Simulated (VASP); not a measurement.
## KBe3Zn: single point with PBE

KBe3Zn:

```xyz
5
Lattice="4.4342 0.0000 0.0000 0.0000 4.4342 0.0000 0.0000 0.0000 4.4342" Properties=species:S:1:pos:R:3 pbc="T T T"
K     0.0000    0.0000    0.0000
Be    0.0000    2.2171    2.2171
Be    2.2171    2.2171    0.0000
Be    2.2171    0.0000    2.2171
Zn    2.2171    2.2171    2.2171
```

The cell was built by a generator and needn't be a form met in nature.

The cell isn't the ideal one: species swapped into the Fe3RhN type (Pm-3m, No. 221).

| Property | Result |
| --- | --- |
| Program | VASP 6.6.1 |
| Task | single point |
| Functional | PBE |
| Potentials or basis | VASP PAW PBE potentials, release 64 (K_sv, Be, Zn) |
| Cutoff | 520 eV |
| k mesh | 8 × 8 × 8 |
| Occupations | gaussian, width 0.1 eV |
| Spin | no spin polarisation |
| Dipole correction | no |
| Further INCAR settings | ALGO = Fast; EDIFF = 1e-06; NBANDS = 22 |

```
Pressure               : 0.1 GPa
Band gap on the k mesh : none (metal or under the smearing width)
```

Levels at points of the mesh, in eV from the Fermi level:
```tsv
k point	band 11	band 12	band 13	band 14	band 15	band 16
(0.00, 0.00, 0.00)	-1.69	-1.69	-1.69	0.14	0.14	2.51
(0.50, 0.00, 0.00)	-4.75	-1.34	-1.34	1.12	1.65	2.26
(0.50, 0.50, 0.00)	-3.56	-3.56	-1.47	-0.27	1.71	1.71
(0.50, 0.50, 0.50)	-3.16	-3.16	-3.16	-0.46	-0.46	-0.46
```

Wall time 44 s on 1 thread of Intel(R) Xeon(R) 6975P-C (Granite Rapids) (shared host), peak memory 0.25 GiB.
